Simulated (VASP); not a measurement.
Input:

```xyz
4
Lattice="3.4895 0.0000 0.0000 -1.7447 3.0220 0.0000 0.0000 0.0000 6.4036" Properties=species:S:1:pos:R:3 pbc="T T T"
Ru     0.0000     2.0147     0.0547
Ru     1.7447     1.0073     3.2565
S      0.0000     2.0147     2.3467
S      1.7447     1.0073     5.5485
```

The numbers are results of PBEsol GGA, VASP's PBE PAW potentials (set 64) (plane waves; VASP), not measurements. Settings: 400 eV cut-off, 11×11×6 Γ-centred mesh, tetrahedra with Blöchl corrections, potentials Ru_pv S.

Task: What does the run give for the energy per atom (σ→0), band gap (on the k-mesh) with the smallest direct gap where there is one?

Result: 
| Property | Result |
|---|---|
| band gap (on the k-mesh) | none (metal, semimetal or under 0.01 eV) |
| energy per atom (σ→0) | -7.396 eV/atom |

Total energies compare only between runs with the same potentials, cut-off and functional.

The structure was generated: RuS was put into the wurtzite type (P6_3mc), which need not be its known phase. It was relaxed first, which changed the volume by -31 %.
